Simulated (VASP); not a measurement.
**Co under a change of volume**

Wanted: the elastic response of Co to a change of volume, with a fit that predicts a row left out.

Calculated with VASP 6.6.1; PBEsol, spin-polarised from a ferromagnetic start; plane waves and PAW (Co), in the first sound run; inputs show where later runs differ.

This is a report of a sequence of runs, with most program output left out.

## Step 1: The starting structure

The structure is hexagonal, space group P6_3/mmc (No. 194). Conventional cell: a = 2.510 Å, b = 2.510 Å, c = 4.071 Å, α = 90.00°, β = 90.00°, γ = 120.00°. Co has 12 Co at 2.50 to 2.51 Å nearest.

Structure file:

```xyz
2
Lattice="2.5100 0.0000 0.0000 -1.2550 2.1737 0.0000 0.0000 0.0000 4.0712" Properties=species:S:1:pos:R:3 pbc="T T T"
Co    0.0000    0.0000    0.0000
Co    0.0000    1.4491    2.0356
```

## Step 2: Relax the crystal, PBEsol

The series starts from the cell that this level prefers, so that zero strain is near zero stress.

This step took 2 runs in a row; the last is shown.

Level: PBEsol, spin-polarised from a ferromagnetic start; plane waves and PAW (Co).

Contents of INCAR:

```
SYSTEM = Co
PREC = Accurate
ENCUT = 450
EDIFF = 1E-07
NELM = 120
ISMEAR = 1
SIGMA = 0.15
LREAL = .FALSE.
ALGO = Normal
GGA = PS
NBANDS = 18
ISPIN = 2
MAGMOM = 1.6 1.6
LASPH = .TRUE.
LMAXMIX = 4
LORBIT = 11
LWAVE = .FALSE.
LCHARG = .FALSE.
KPAR = 8
IBRION = 2
NSW = 40
ISIF = 3
EDIFFG = -0.005
POTIM = 0.4
```

Contents of POSCAR:

```
Co
1.0
    2.4541319695      0.0000000000      0.0000000000
   -1.2270659847      2.1253406298      0.0000000000
    0.0000000000      0.0000000000      3.9613915627
Co
2
Direct
    0.0000000000      0.0000000000      0.0000000000
    0.3333333333      0.6666666667      0.5000000000
```

Contents of KPOINTS:

```
Automatic mesh
0
Gamma
27 27 15
0 0 0
```

Potentials, in the order of the species: Co (PBE family, release 64).

Started as:

```bash
$ mpirun -np 8 vasp_std
```

Run time: 97 s. Hardware: 8 MPI ranks of Intel Xeon Platinum 8488C (Sapphire Rapids), shared host; peak memory 2.8 GiB.

Read from the output:

```
energy(sigma→0) of the program : -15.4738 eV
stress, compression positive   : xx, yy, zz 0.02, 0.02, 0.02 GPa
volume                         : 20.653 Å³
ionic steps                    : 3
```

## Step 3: Relax at fixed volume, PBEsol

One member in full: the volume is scaled by 1.06, and shape and atoms relax at that volume.

Level: PBEsol, spin-polarised from a ferromagnetic start; plane waves and PAW (Co).

INCAR: that of step 2 with these lines changed.

```diff
@@ -18,7 +18,7 @@
 LCHARG = .FALSE.
-KPAR = 8
+KPAR = 2
 IBRION = 2
 NSW = 40
-ISIF = 3
-EDIFFG = -0.005
+ISIF = 4
+EDIFFG = -0.004
 POTIM = 0.4
```

Contents of POSCAR:

```
Co
1.0
    2.5018859045      0.0000000000      0.0000000000
   -1.2509429521      2.1666967506      0.0000000000
    0.0000000000      0.0000000000      4.0384685673
Co
2
Direct
    0.0000000000      0.0000000000      0.0000000000
    0.3333333333      0.6666666667      0.5000000000
```

KPOINTS is that of step 2.

Started as:

```bash
$ mpirun -np 2 vasp_std
```

Run time: 4 min. Hardware: 2 MPI ranks; peak memory 0.7 GiB.

This run gave:

* energy(sigma→0) of the program: -15.4240 eV
* stress, compression positive: xx, yy, zz -12.53, -12.53, -12.46 GPa
* ionic steps: 2

## Step 4: The whole series

The other members went through these steps as far as the tables show, with the same cutoff and, step by step, the same mesh; 9 runs are not shown. The session took 1.7 core hours (wall time by ranks) on a shared machine.

```csv
volume over the relaxed volume,volume (Å³/atom),pressure (GPa),"energy above the unstrained row, extrapolated to no smearing (meV/atom)"
0.940,9.707,17.486,32.499
0.960,9.913,10.980,14.099
0.980,10.120,5.191,3.530
0.990,10.223,2.528,0.930
1,10.326,-0.008,0.000
1.010,10.430,?,?
1.020,10.533,-4.637,2.804
1.040,10.739,-8.794,11.290
1.060,10.946,-12.506,24.864
```

## Step 5: A fit to the known rows

A least-squares cubic through the 8 rows shown, with u the logarithm of the volume ratio: pressure = − 686.7 u³ + 563.0 u² − 245.1 u − 0.001307 (GPa), r.m.s. residual 0.0058 GPa.

For the withheld row, u = 0.009950, the fit gives -2.385 GPa.

## Step 6: The withheld row

The calculation gives -2.394 GPa, so the prediction is 0.009 GPa too high, within twice the residual of the fit.

A cubic of the pressure in ln(V/V₀) through all rows has the slope −B at V₀: B = 245 GPa, and its curvature gives B′ = 4.6.

## Step 7: Results

```yaml
error_of_the_predicted_pressure: 0.009 GPa
bulk_modulus: 245 GPa
```

What this shows: The slope of the energy gives 0.19 GPa at the relaxed volume where the pressure column has -0.01 GPa, a mark of the finite basis or of the smearing. These are static values: temperature and zero-point motion are left out. In a metal the slopes also depend on mesh and smearing, which were held through the series.

[Lines on the potential files, build, host, timing and source positions are cut from VASP's logs without a mark.]

[Logs are printed without paths, hosts, clocks, repeated set-up lines and the standing remarks that a program may print on its own settings, such as how far it seeks lower states.]

[Hosts, paths, dates, database ids (printed as entryN), source tags and the programs' standing remarks are cut or masked in the printed files.]

[In band tables of VASP the shares of atoms and orbitals are scaled to a sum of 1 inside the atoms' spheres.]
